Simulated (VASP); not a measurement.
**P2W: single point with PBE**

Crystal: P2W.

```
CELL_PARAMETERS angstrom
4.31766 -0.07254 0.61293
-0.54200 4.71642 0.12532
-0.94139 0.14805 4.21583
ATOMIC_POSITIONS crystal
P 0.69106 0.11352 0.40260
P 0.89806 0.57314 0.70220
P 0.40996 0.72165 0.80163
P 0.45853 0.24327 0.92756
W 0.27563 0.45064 0.36237
W 0.98131 0.96152 0.04930
```

The cell was built by a generator and needn't be a form met in nature.

```yaml
Program: VASP 6.6.1
Task: single point
Functional: PBE
Potentials_or_basis: VASP PAW PBE potentials, release 64 (P, W_sv)
Cutoff: 520 eV
k_mesh: 4 × 3 × 4
Occupations: fermi-dirac, width 0.1 eV
Spin: no spin polarisation
```

The pressure is 8.2 GPa and the largest force is 2.862 eV/Å. The band gap on the k mesh is none (metal or under the smearing width).

Forces on the atoms (eV/Å):
```
P    0.140  0.574  1.949
P   -0.096 -0.195 -1.020
P   -0.095  1.788  2.232
P    0.365 -0.452 -0.992
W   -0.387 -0.439 -0.476
W    0.073 -1.276 -1.693
```

Stress tensor (GPa, compression positive):
```
 7.53 -4.30 -5.79
-4.30  9.76 11.35
-5.79 11.35  7.29
```

Levels at points of the mesh, in eV from the Fermi level:
```
           k point  band 20  band 21  band 22  band 23  band 24  band 25  band 26  band 27  band 28  band 29
(0.00, 0.00, 0.00)    -2.77    -2.61    -2.08    -1.58    -0.70     0.10     1.10     1.50     2.13     2.19
(0.50, 0.00, 0.00)    -2.71    -1.77    -1.56    -0.94     0.51     0.65     1.32     1.76     1.88     2.26
(0.00, 0.00, 0.50)    -2.09    -1.78    -1.43    -1.04     0.21     0.61     0.81     1.21     1.97     2.06
(0.50, 0.00, 0.50)    -2.17    -1.96    -1.38    -0.97    -0.19     0.68     0.73     1.10     1.82     1.94
```

Wall time 44 s on 1 thread of Intel(R) Xeon(R) 6975P-C (Granite Rapids), with other jobs on the host, peak memory 0.21 GiB.

Caveat: the k mesh is coarse (spacing up to 0.45 Å⁻¹), so the values aren't converged. Spin-orbit coupling is left out, which matters for the levels of W.
